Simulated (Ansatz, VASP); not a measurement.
**LiGeF3 in two plane-wave programs**

One calculation is typed for both programs; each brings its own data sets. How far apart do they land? The cell is generated by rule, not measured, and may not be a known phase. The cell is taken from a series of runs on this material, whose earlier steps may have relaxed, scaled, displaced or heated it; both programs get it as it stands.

Method: plane waves, with VASP 6.6.1 beside it; zone-centre phonons at r2SCAN, in Ansatz 0.2.0.

The structure was built from a prototype and need not be the compound's stable phase.

## (1) The structure

Symmetry: P4mm, No. 99, tetragonal system. Conventional cell: a = 4.224 Å, b = 4.224 Å, c = 5.680 Å, α = 90.00°, β = 90.00°, γ = 90.00°. Li has 4 F at 2.18 Å nearest. Nearest to Ge lie 5 F at 1.80 to 2.16 Å. F has 2 Ge at 2.16 Å and 2 Li at 2.18 Å nearest. Nearest to F lie 1 Ge at 1.80 Å. Farther neighbours and most contacts between anions are not listed.

## (2) VASP: zone-centre phonons, r2SCAN

Second derivatives magnify differences that forces hide, and they need a tight electronic threshold.

Lines of VASP's logs that name or quote its potential files are left out, and so is its time.

Input file INCAR:

```
SYSTEM = LiGeF3
PREC = Accurate
ENCUT = 830
EDIFF = 1E-08
NELM = 120
ISMEAR = 0
SIGMA = 0.01
LREAL = .FALSE.
ALGO = Normal
METAGGA = R2SCAN
LASPH = .TRUE.
NBANDS = 25
LORBIT = 11
LWAVE = .FALSE.
LCHARG = .FALSE.
ISIF = 2
IBRION = 6
NFREE = 2
POTIM = 0.015
NSW = 1
GGA_COMPAT = .FALSE.
EFERMI = MIDGAP
LMIXTAU = .TRUE.
KPAR = 2
```

Input file POSCAR:

```
LiGeF3
1.0
    4.2243531221      0.0000000000      0.0000000000
    0.0000000000      4.2243531221      0.0000000000
    0.0000000000      0.0000000000      5.6800390491
Li Ge F
1 1 3
Direct
    0.0000000000      0.0000000000      0.7374198284
    0.5000000000      0.5000000000      0.5643425789
    0.5000000000      0.0000000000      0.6403050982
    0.5000000000      0.5000000000      0.8816270385
    0.0000000000      0.5000000000      0.6403050982
```

Input file KPOINTS:

```
Automatic mesh
0
Gamma
6 6 4
0 0 0
```

Potentials, in the order of the species: Li_sv, Ge_d and F (PBE family, release 64).

Command:

```console
$ mpirun -np 2 vasp_std
```

Numbers of over 12 decimals in the logs are rounded to 6 here.

The log of the run:

```text
[banner, memory and clock lines left out]
running    2 mpi-ranks, on    1 nodes
 distrk:  each k-point on    1 cores,    2 groups
 distr:  one band on    1 cores,    1 groups

 POSCAR found type information on POSCAR LiGeF
 POSCAR found :  3 types and       5 ions
|                                                                             |
|               ----> ADVICE to this user running VASP <----                  |
|                                                                             |
|     You enforced a specific xc type in the INCAR file but a different       |
|     [... a line on the potential file left out ...]
|     I HOPE YOU KNOW WHAT YOU ARE DOING!                                     |
|                                                                             |

 LDA part: xc-table for (None), standard interpolation
 POSCAR, INCAR and KPOINTS ok, starting setup
 FFT: planning ... GRIDC
 FFT: planning ... GRID_SOFT
 FFT: planning ... GRID
 WAVECAR not read
 entering main loop
       N       E                     dE             d eps       ncg     rms          rms(c)
DAV:   1     0.484866469445E+03    0.48487E+03   -0.24745E+04  1796   0.332E+03
DAV:   2     0.307659741101E+02   -0.45410E+03   -0.43535E+03  1780   0.901E+02
DAV:   3    -0.427487838165E+02   -0.73515E+02   -0.73157E+02  1773   0.217E+02
DAV:   4    -0.483329265805E+02   -0.55841E+01   -0.55615E+01  2418   0.577E+01
DAV:   5    -0.486093350365E+02   -0.27641E+00   -0.27600E+00  2212   0.941E+00    0.816E+00
DAV:   6    -0.414177991024E+02    0.71915E+01   -0.47284E+00  2302   0.297E+01    0.280E+00
DAV:   7    -0.360686963896E+02    0.53491E+01   -0.12496E+00  2042   0.190E+01    0.176E+00
DAV:   8    -0.423312991165E+02   -0.62626E+01   -0.20568E+00  1641   0.137E+01    0.186E+00
DAV:   9    -0.395924208151E+02    0.27389E+01   -0.32736E-01  1761   0.719E+00    0.789E-01
DAV:  10    -0.378819716009E+02    0.17104E+01   -0.51410E-01  1505   0.647E+00    0.442E-01
DAV:  11    -0.372368023880E+02    0.64517E+00   -0.22705E-01  1500   0.551E+00    0.441E-01
DAV:  12    -0.372806248905E+02   -0.43823E-01   -0.74724E-03  2080   0.975E-01    0.423E-01
DAV:  13    -0.371638346210E+02    0.11679E+00   -0.85989E-02  1720   0.350E+00    0.157E-01
DAV:  14    -0.372269261369E+02   -0.63092E-01   -0.25522E-02  1575   0.161E+00    0.317E-01
[...]
DAV:  34    -0.372380596590E+02   -0.11903E-05   -0.63066E-07  1521   0.729E-03    0.392E-03
DAV:  35    -0.372380593936E+02    0.26542E-06   -0.13014E-07  1823   0.146E-02    0.286E-03
DAV:  36    -0.372380602093E+02   -0.81576E-06   -0.17720E-06  1729   0.495E-02    0.135E-03
DAV:  37    -0.372380602032E+02    0.61655E-08   -0.37841E-07  1559   0.602E-03    0.156E-03
DAV:  38    -0.372380603878E+02   -0.18458E-06   -0.11116E-07  1322   0.903E-03    0.710E-04
DAV:  39    -0.372380604522E+02   -0.64434E-07   -0.24355E-08  1619   0.399E-03    0.380E-04
DAV:  40    -0.372380605299E+02   -0.77716E-07   -0.22556E-08  1345   0.129E-03    0.212E-04
DAV:  41    -0.372380606067E+02   -0.76813E-07   -0.55385E-09  1036   0.126E-03    0.342E-04
[...]
DAV:  20    -0.372377611135E+02    0.22710E-07   -0.30285E-10  1256   0.209E-04    0.164E-05
DAV:  21    -0.372377611064E+02    0.70404E-08   -0.97577E-11  1265   0.107E-04
  14 F= -.37237761E+02 E0= -.37237761E+02  d E =0.000000E+00
[...]
15 F= -.37237580E+02 E0= -.37237580E+02  d E =0.000000E+00
[...]
16 F= -.37237705E+02 E0= -.37237705E+02  d E =0.000000E+00
[...]
17 F= -.37237704E+02 E0= -.37237704E+02  d E =0.000000E+00
[...]
18 F= -.37239393E+02 E0= -.37239393E+02  d E =0.000000E+00
 Finite differences progress:
  Degree of freedom:   9/  9
  Displacement:        1/  2
  Total:              17/ 18
 bond charge predicted
       N       E                     dE             d eps       ncg     rms          rms(c)
DAV:   1    -0.372105273694E+02    0.28865E-01   -0.70495E+00  1564   0.167E+01    0.375E-01
DAV:   2    -0.372277128035E+02   -0.17185E-01   -0.13952E-01  1516   0.286E+00    0.209E-01
DAV:   3    -0.372171941697E+02    0.10519E-01   -0.21979E-02  1502   0.129E+00    0.139E-01
DAV:   4    -0.372260249132E+02   -0.88307E-02   -0.21793E-02  1524   0.100E+00    0.609E-02
DAV:   5    -0.372309070763E+02   -0.48822E-02   -0.59793E-03  1500   0.588E-01    0.165E-02
DAV:   6    -0.372313815325E+02   -0.47446E-03   -0.25880E-03  1502   0.345E-01    0.269E-02
DAV:   7    -0.372323463082E+02   -0.96478E-03   -0.21616E-04  1525   0.119E-01    0.997E-03
DAV:   8    -0.372325006343E+02   -0.15433E-03   -0.17494E-04  1504   0.111E-01    0.530E-03
DAV:   9    -0.372325332197E+02   -0.32585E-04   -0.28796E-05  1735   0.611E-02    0.396E-03
DAV:  10    -0.372325419538E+02   -0.87341E-05   -0.17448E-05  1576   0.393E-02    0.271E-03
DAV:  11    -0.372325392674E+02    0.26863E-05   -0.12671E-05  1536   0.344E-02    0.117E-03
DAV:  12    -0.372325475852E+02   -0.83177E-05   -0.57872E-06  1502   0.246E-02    0.214E-03
DAV:  13    -0.372325489686E+02   -0.13834E-05   -0.33150E-07  1951   0.686E-03    0.140E-03
DAV:  14    -0.372325494131E+02   -0.44453E-06   -0.27203E-07  1586   0.585E-03    0.571E-04
DAV:  15    -0.372325496146E+02   -0.20144E-06   -0.82428E-08  1561   0.378E-03    0.141E-04
DAV:  16    -0.372325497371E+02   -0.12253E-06   -0.18946E-08  1217   0.154E-03    0.156E-04
DAV:  17    -0.372325498422E+02   -0.10507E-06   -0.55284E-09  1057   0.806E-04    0.125E-04
DAV:  18    -0.372325499030E+02   -0.60846E-07   -0.52235E-09  1034   0.903E-04    0.243E-05
DAV:  19    -0.372325499476E+02   -0.44588E-07   -0.22116E-09  1035   0.495E-04    0.391E-05
DAV:  20    -0.372325499705E+02   -0.22922E-07   -0.44460E-10   780   0.344E-04    0.159E-05
DAV:  21    -0.372325499780E+02   -0.74242E-08   -0.15416E-10   775   0.151E-04
  19 F= -.37232550E+02 E0= -.37232550E+02  d E =0.000000E+00
 Finite differences progress:
  Degree of freedom:   9/  9
  Displacement:        2/  2
  Total:              18/ 18
```

Parts of OUTCAR (step 2):

```text
ion  position               nearest neighbor table
   1  0.000  0.000  0.737-   3 2.18   5 2.18   5 2.18   3 2.18
   2  0.500  0.500  0.564-   4 1.80   3 2.16   5 2.16   3 2.16   5 2.16
   3  0.500  0.000  0.640-   2 2.16   2 2.16   1 2.18   1 2.18
   4  0.500  0.500  0.882-   2 1.80
   5  0.000  0.500  0.640-   2 2.16   2 2.16   1 2.18   1 2.18

  LATTYP: Found a simple tetragonal cell.
 ALAT       =     4.2243531221
 C/A-ratio  =     1.3445938076

 Subroutine GETGRP returns: Found  8 space group operations
 (whereof  8 operations were pure point group operations)

The static configuration has the point symmetry C_4v.

 Found     30 irreducible k-points:

   k-points           NKPTS =     30   k-points in BZ     NKDIM =     30   number of bands    NBANDS=     25

   dimension x,y,z NGX =    40 NGY =   40 NGZ =   54
   dimension x,y,z NGXF=    80 NGYF=   80 NGZF=  108

   ENCUT  =  830.0 eV  61.00 Ry    7.81 a.u.   9.92  9.92 13.34*2*pi/ulx,y,z

   NELECT =      38.0000    total number of electrons

 k-points in reciprocal lattice and weights: Automatic mesh
   0.00000000  0.00000000  0.00000000       0.007
   0.16666667  0.00000000  0.00000000       0.028
   0.33333333  0.00000000  0.00000000       0.028
   0.50000000  0.00000000  0.00000000       0.014
   0.16666667  0.16666667  0.00000000       0.028
   0.33333333  0.16666667  0.00000000       0.056
   0.50000000  0.16666667  0.00000000       0.028
   0.33333333  0.33333333  0.00000000       0.028
   0.50000000  0.33333333  0.00000000       0.028
[...]
0.50000000  0.33333333  0.50000000       0.028
   0.50000000  0.50000000  0.50000000       0.007

 average (electrostatic) potential at core
       1 -70.1469       2 -84.4905       3 -84.7401       4 -83.9062       5 -84.7401

 E-fermi :   0.7863

 k-point     1 :       0.0000    0.0000    0.0000
  band No.  band energies     occupation
    ...
     15      -5.8594      2.00000
     16      -5.3856      2.00000
     17      -4.3451      2.00000
     18      -4.3451      2.00000
     19      -3.1566      2.00000
     20       3.9651      0.00000
     21       5.6066      0.00000
     22       6.1268      0.00000
     23       6.1268      0.00000
     24       7.0075      0.00000
    ...

 k-point     2 :       0.1667    0.0000    0.0000
  band No.  band energies     occupation
    ...
     15      -5.7820      2.00000
     16      -5.4997      2.00000
     17      -4.4395      2.00000
     18      -4.3428      2.00000
     19      -2.8968      2.00000
     20       4.0140      0.00000
     21       5.2081      0.00000
     22       5.9957      0.00000
     23       6.1119      0.00000
     24       7.5663      0.00000
    ...

 k-point     3 :       0.3333    0.0000    0.0000
  band No.  band energies     occupation
    ...
     15      -5.7692      2.00000
     16      -5.5392      2.00000
     17      -4.4764      2.00000
     18      -4.3382      2.00000
     19      -2.4710      2.00000
     20       3.6049      0.00000
     21       5.2306      0.00000
     22       6.0802      0.00000
     23       6.2974      0.00000
     24       7.7185      0.00000
    ...

[...]
POSITION                                       TOTAL-FORCE (eV/Angst)
 -----------------------------------------------------------------------------------
      0.00000      0.00000      4.18857         0.000000      0.000000     -0.038467
      2.11218      2.11218      3.20549        -0.000000      0.000000     -0.493387
      2.11218      0.00000      3.63696         0.000000      0.000000      0.006598
      2.11218      2.11218      4.99268        -0.000000      0.000000      0.518657
      0.00000      2.11218      3.63696         0.000000      0.000000      0.006598
 -----------------------------------------------------------------------------------
    total drift:                               -0.000000      0.000000     -0.001791

  FREE ENERGIE OF THE ION-ELECTRON SYSTEM (eV)
  ---------------------------------------------------
  free  energy   TOTEN  =       -37.2325499780 eV

  energy  without entropy=      -37.2325499780  energy(sigma->0) =      -37.23254998

 Eigenvectors and eigenvalues of the dynamical matrix
 ----------------------------------------------------

   1 f  =   17.335260 THz   108.920653 2PiTHz  578.242043 cm-1    71.692844 meV
             X         Y         Z           dx          dy          dz
      0.000000  0.000000  4.188573     0.000000   -0.000000   -0.120299
      2.112177  2.112177  3.205488    -0.000000    0.000000   -0.464164
      2.112177  0.000000  3.636958     0.000000    0.000000    0.048139
      2.112177  2.112177  5.007676     0.000000   -0.000000    0.874897
      0.000000  2.112177  3.636958    -0.000000   -0.000000    0.048139

   2 f  =    9.621033 THz    60.450735 2PiTHz  320.923125 cm-1    39.789378 meV
             X         Y         Z           dx          dy          dz
      0.000000  0.000000  4.188573     0.000000    0.000000    0.762472
      2.112177  2.112177  3.205488    -0.000000   -0.000000    0.126368
      2.112177  0.000000  3.636958     0.000000   -0.000000   -0.421328
      2.112177  2.112177  5.007676     0.000000    0.000000    0.218249
      0.000000  2.112177  3.636958    -0.000000    0.000000   -0.421328

   3 f  =    9.261130 THz    58.189397 2PiTHz  308.918049 cm-1    38.300939 meV
             X         Y         Z           dx          dy          dz
      0.000000  0.000000  4.188573     0.309770    0.072816   -0.000000
      2.112177  2.112177  3.205488    -0.203081   -0.047737    0.000000
      2.112177  0.000000  3.636958     0.137773   -0.135261    0.000000
      2.112177  2.112177  5.007676     0.678486    0.159487   -0.000000
      0.000000  2.112177  3.636958    -0.575426    0.032385    0.000000

   4 f  =    9.261130 THz    58.189397 2PiTHz  308.918049 cm-1    38.300939 meV
             X         Y         Z           dx          dy          dz
      0.000000  0.000000  4.188573     0.072816   -0.309770    0.000000
      2.112177  2.112177  3.205488    -0.047737    0.203081    0.000000
      2.112177  0.000000  3.636958     0.032385    0.575426    0.000000
      2.112177  2.112177  5.007676     0.159487   -0.678486   -0.000000
      0.000000  2.112177  3.636958    -0.135261   -0.137773    0.000000

   5 f  =    7.271614 THz    45.688897 2PiTHz  242.554926 cm-1    30.072965 meV
             X         Y         Z           dx          dy          dz
      0.000000  0.000000  4.188573     0.000000    0.000000    0.601634
      2.112177  2.112177  3.205488    -0.000000   -0.000000   -0.499071
      2.112177  0.000000  3.636958     0.000000    0.000000    0.410686
      2.112177  2.112177  5.007676     0.000000   -0.000000   -0.227243
      0.000000  2.112177  3.636958     0.000000    0.000000    0.410686

   6 f  =    6.608619 THz    41.523177 2PiTHz  220.439798 cm-1    27.331039 meV
             X         Y         Z           dx          dy          dz
      0.000000  0.000000  4.188573    -0.687528    0.428764   -0.000000
      2.112177  2.112177  3.205488     0.238512   -0.148744    0.000000
      2.112177  0.000000  3.636958    -0.275525    0.118920   -0.000000
      2.112177  2.112177  5.007676     0.279513   -0.174313    0.000000
      0.000000  2.112177  3.636958    -0.190689    0.171826    0.000000

   7 f  =    6.608619 THz    41.523177 2PiTHz  220.439798 cm-1    27.331039 meV
             X         Y         Z           dx          dy          dz
      0.000000  0.000000  4.188573     0.428764    0.687528   -0.000000
      2.112177  2.112177  3.205488    -0.148744   -0.238512    0.000000
      2.112177  0.000000  3.636958     0.171826    0.190689   -0.000000
      2.112177  2.112177  5.007676    -0.174313   -0.279513    0.000000
      0.000000  2.112177  3.636958     0.118920    0.275525   -0.000000

   8 f  =    6.100180 THz    38.328561 2PiTHz  203.480100 cm-1    25.228306 meV
             X         Y         Z           dx          dy          dz
      0.000000  0.000000  4.188573     0.000000   -0.000000    0.000000
      2.112177  2.112177  3.205488    -0.000000    0.000000    0.000000
      2.112177  0.000000  3.636958     0.000000    0.000000   -0.707107
      2.112177  2.112177  5.007676    -0.000000    0.000000   -0.000000
      0.000000  2.112177  3.636958     0.000000    0.000000    0.707107

   9 f  =    0.367480 THz     2.308943 2PiTHz   12.257801 cm-1     1.519773 meV
             X         Y         Z           dx          dy          dz
      0.000000  0.000000  4.188573    -0.089627    0.265165    0.000000
      2.112177  2.112177  3.205488    -0.265626    0.785862    0.000000
      2.112177  0.000000  3.636958    -0.051107    0.284783    0.000000
      2.112177  2.112177  5.007676    -0.109844    0.324979    0.000000
      0.000000  2.112177  3.636958    -0.096258    0.151202    0.000000

  10 f  =    0.367480 THz     2.308943 2PiTHz   12.257801 cm-1     1.519773 meV
             X         Y         Z           dx          dy          dz
      0.000000  0.000000  4.188573     0.265165    0.089627   -0.000000
      2.112177  2.112177  3.205488     0.785862    0.265626   -0.000000
      2.112177  0.000000  3.636958     0.151202    0.096258   -0.000000
      2.112177  2.112177  5.007676     0.324979    0.109844   -0.000000
      0.000000  2.112177  3.636958     0.284783    0.051107   -0.000000

  11 f/i=    0.316873 THz     1.990971 2PiTHz   10.569742 cm-1     1.310480 meV
             X         Y         Z           dx          dy          dz
      0.000000  0.000000  4.188573     0.000000    0.000000    0.205429
      2.112177  2.112177  3.205488     0.000000    0.000000    0.720771
      2.112177  0.000000  3.636958     0.000000    0.000000    0.389233
      2.112177  2.112177  5.007676     0.000000    0.000000    0.367808
      0.000000  2.112177  3.636958     0.000000   -0.000000    0.389233

  12 f/i=    2.241558 THz    14.084124 2PiTHz   74.770323 cm-1     9.270334 meV
             X         Y         Z           dx          dy          dz
      0.000000  0.000000  4.188573     0.172520   -0.358469   -0.000000
      2.112177  2.112177  3.205488     0.097878   -0.203374    0.000000
      2.112177  0.000000  3.636958    -0.347486    0.285418    0.000000
      2.112177  2.112177  5.007676    -0.095407    0.198241    0.000000
      0.000000  2.112177  3.636958    -0.137363    0.722022    0.000000

  13 f/i=    2.241558 THz    14.084124 2PiTHz   74.770323 cm-1     9.270334 meV
             X         Y         Z           dx          dy          dz
      0.000000  0.000000  4.188573    -0.358469   -0.172520    0.000000
      2.112177  2.112177  3.205488    -0.203374   -0.097878    0.000000
      2.112177  0.000000  3.636958     0.722022    0.137363    0.000000
      2.112177  2.112177  5.007676     0.198241    0.095407    0.000000
      0.000000  2.112177  3.636958     0.285418    0.347486    0.000000

  14 f/i=    4.821867 THz    30.296685 2PiTHz  160.840178 cm-1    19.941632 meV
             X         Y         Z           dx          dy          dz
      0.000000  0.000000  4.188573    -0.074813    0.001348   -0.000000
      2.112177  2.112177  3.205488     0.371947   -0.006700   -0.000000
      2.112177  0.000000  3.636958     0.454894    0.011523   -0.000000
      2.112177  2.112177  5.007676    -0.489441    0.008816   -0.000000
      0.000000  2.112177  3.636958    -0.639729   -0.008194   -0.000000

  15 f/i=    4.821867 THz    30.296685 2PiTHz  160.840178 cm-1    19.941632 meV
             X         Y         Z           dx          dy          dz
      0.000000  0.000000  4.188573    -0.001348   -0.074813   -0.000000
      2.112177  2.112177  3.205488     0.006700    0.371947    0.000000
      2.112177  0.000000  3.636958     0.008194   -0.639729    0.000000
      2.112177  2.112177  5.007676    -0.008816   -0.489441    0.000000
      0.000000  2.112177  3.636958    -0.011523    0.454894    0.000000

 ELASTIC MODULI CONTR FROM IONIC RELAXATION (kBar)
 Direction    XX          YY          ZZ          XY          YZ          ZX
 --------------------------------------------------------------------------------
 XX        -139.8390   -139.2774   -184.2487      0.0000      0.0000     -0.0000
 YY        -139.2774   -139.8390   -184.2487      0.0000      0.0000     -0.0000
 ZZ        -184.2487   -184.2487   -952.6897      0.0000     -0.0000     -0.0000
 XY           0.0000      0.0000      0.0000      0.0000      0.0000      0.0000
 YZ           0.0000      0.0000     -0.0000      0.0000   -174.3097     -0.0000
 ZX          -0.0000     -0.0000     -0.0000      0.0000     -0.0000   -174.2994
 --------------------------------------------------------------------------------

 total charge
# of ion       s       p       d       tot
------------------------------------------
    1        1.996   0.005   0.000   2.001
    2        1.312   0.690  10.128  12.130
    3        1.741   4.380   0.000   6.121
    4        1.743   4.392   0.000   6.135
    5        1.741   4.380   0.000   6.121
--------------------------------------------------
tot          8.535  13.845  10.128  32.508

[... 2 further parts left out ...]
```

Levels, forces or a CONTCAR printed for this step are those of its last displaced cell, not of the structure at rest.

[end of part 1 of 2]

[Lines on the potential files, build, host, timing and source positions are cut from VASP's logs without a mark.]

[Logs are printed without paths, hosts, clocks, repeated set-up lines and the standing remarks that a program may print on its own settings, such as how far it seeks lower states.]

[Hosts, paths, dates, database ids (printed as entryN), source tags and the programs' standing remarks are cut or masked in the printed files.]
